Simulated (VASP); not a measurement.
```
CSi
1.0
    1.53853    -2.66481     0.00000
    1.53853     2.66481     0.00000
    0.00000     0.00000     5.05198
Si C
2 2
Direct
  0.66667   0.33333   0.49964
  0.33333   0.66667   0.99964
  0.66667   0.33333   0.87536
  0.33333   0.66667   0.37536
```

The numbers are results of PBEsol GGA, VASP's PBE PAW potentials (set 64) (plane waves; VASP), not measurements. Run with 520 eV cut-off, 9×9×5 Γ-centred mesh, tetrahedra with Blöchl corrections, potentials Si C.

The cores are frozen, which limits the accuracy of field gradients.

Task: Give the principal components of the electric field gradient (V/Å²) and the asymmetry η at each nucleus.

Result: 
```json
[
 {"atom": "Si1", "Vxx": "-1.6", "Vyy": "-1.6", "Vzz": "3.2", "η": "0.00"},
 {"atom": "Si2", "Vxx": "-1.6", "Vyy": "-1.6", "Vzz": "3.2", "η": "0.00"},
 {"atom": "C3", "Vxx": "-1.1", "Vyy": "-1.1", "Vzz": "2.2", "η": "0.00"},
 {"atom": "C4", "Vxx": "-1.1", "Vyy": "-1.1", "Vzz": "2.2", "η": "0.00"}
]
```

The compound is SiC in the wurtzite structure, the rare 2H polytype. It was relaxed first.
